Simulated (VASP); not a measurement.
An input for Quantum ESPRESSO's pw.x (written as the equivalent of a VASP run, and not itself run):

```
&CONTROL
  calculation = 'vc-relax'
  pseudo_dir = './pseudo'
  outdir = './out'
  tprnfor = .true.
  tstress = .true.
  nstep = 60
  forc_conv_thr = 0.00039
/
&SYSTEM
  ibrav = 0
  nat = 2
  ntyp = 2
  ecutwfc = 86
  occupations = 'smearing'
  smearing = 'gaussian'
  degauss = 0.003675
  input_dft = 'vdw-df-ob86'
/
&ELECTRONS
  conv_thr = 7.3e-08
  electron_maxstep = 100
/
&IONS
/
&CELL
/
ATOMIC_SPECIES
  Mg 24.305 Mg.upf
  Se 78.971 Se.upf
CELL_PARAMETERS angstrom
     0.0000000    2.7300000    2.7300000
     2.7300000    0.0000000    2.7300000
     2.7300000    2.7300000    0.0000000
ATOMIC_POSITIONS crystal
  Mg   0.0000000  0.0000000  0.0000000
  Se   0.5000000  0.5000000  0.5000000
K_POINTS automatic
  8 8 8 0 0 0
```

**Question.** Translate this input to VASP (INCAR, KPOINTS, POSCAR, choice of POTCAR).

**Answer.** One answer among several that fit: 
### POSCAR
```
MgSe
1
    0.0000000000     2.7300000000     2.7300000000
    2.7300000000     0.0000000000     2.7300000000
    2.7300000000     2.7300000000     0.0000000000
Mg Se
1 1
Direct
  0.0000000000   0.0000000000   0.0000000000
  0.5000000000   0.5000000000   0.5000000000
```

**INCAR**
```
LREAL = .False.   # projection in real space or not
PARAM1 = 0.1234
SYSTEM = MgSe
ALGO = Normal   # blocked Davidson
EDIFFG = -0.01
ISIF = 3
PREC = Accurate
EDIFF = 1E-6   # SCF stop (eV)
IBRION = 2   # conjugate gradients
LWAVE = .False.
AGGAC = 0.0
LMAXMIX = 4   # l cut-off of mixed one-centre charges
NSW = 60
LCHARG = .False.
SIGMA = 0.05
PARAM2 = 1.0
GGA = MK
NELM = 100
LASPH = .True.   # aspherical one-centre terms
ENCUT = 520   # plane-wave cut-off (eV)
LUSE_VDW = .True.
ISMEAR = 0
```

**KPOINTS**
```
Automatic mesh
0
Gamma
8 8 8
0 0 0
```

POTCAR, in this order: Mg Se (PBE.64 set). Program: vasp_std.

The two are equivalent in intent, not identical: the potentials are each code's own (VASP's PAW set, PseudoDojo norm-conserving files in pw.x), so ENCUT and ecutwfc are chosen apart and not converted; conv_thr bounds pw.x's estimated SCF error, while EDIFF bounds the energy change between steps; forc_conv_thr acts on force components and is met together with etot_conv_thr.

The compound is MgSe in the rock salt structure. This run relaxes it. Symmetry was kept, so distortions that lower it aren't found.
